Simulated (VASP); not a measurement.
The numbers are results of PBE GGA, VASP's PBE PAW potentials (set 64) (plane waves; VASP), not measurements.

A VASP calculation is set up with these files.

File POSCAR:
```
Li2O
1.0
  0.0000000000   2.2447540000   2.3275310000
  2.3520170000   0.0000000000   2.3275310000
  2.3520170000   2.2447540000   0.0000000000
Li O
2 1
Cartesian
  1.1760085000   1.1223770000   1.1637655000
  3.5280255000   3.3671310000   3.4912965000
  0.0703394204  -0.0000000000   0.0000000000
```

### KPOINTS
```
kpoints
0
Gamma
 8 8 8
0 0 0
```

INCAR:
```
SYSTEM = Li2O
PREC = Accurate; ENCUT = 500; LREAL = .FALSE.
LASPH = .TRUE.
EDIFF = 1E-6; NELM = 100; ALGO = Normal
ISMEAR = 0; SIGMA = 0.05
GGA = PE
ISIF = 2
LWAVE = .FALSE.; LCHARG = .FALSE.
```

POTCAR, in this order: Li_sv O (PBE.64 set). Program: vasp_std.

Problem. Estimate the energy per atom (σ→0), largest force.

Solution. 
The energy per atom (σ→0) comes out as -4.772 eV/atom and the largest force comes out as 0.370 eV/Å.

**OSZICAR**
```
...
DAV:   7    -0.143180870950E+02    0.30309E-01   -0.23539E-01  2240   0.410E+00    0.148E+00
DAV:   8    -0.143174947670E+02    0.59233E-03   -0.58507E-02  2166   0.302E+00    0.352E-01
DAV:   9    -0.143164392558E+02    0.10555E-02   -0.69805E-03  2498   0.771E-01    0.108E-01
DAV:  10    -0.143169259519E+02   -0.48670E-03   -0.96609E-04  2094   0.261E-01    0.479E-02
DAV:  11    -0.143169114435E+02    0.14508E-04   -0.47986E-05  2560   0.890E-02    0.760E-03
DAV:  12    -0.143169130691E+02   -0.16256E-05   -0.43701E-06  2270   0.212E-02    0.135E-03
DAV:  13    -0.143169132076E+02   -0.13844E-06   -0.35889E-07  1674   0.684E-03
   1 F= -.14316913E+02 E0= -.14316913E+02  d E =-.865381E-11
```

The compound is Li2O in the antifluorite structure. The cell was not relaxed at this level, atoms are displaced from their ideal sites. The run is one of a series of settings (ENCUT = 500 against the base run), some of them coarse on purpose.
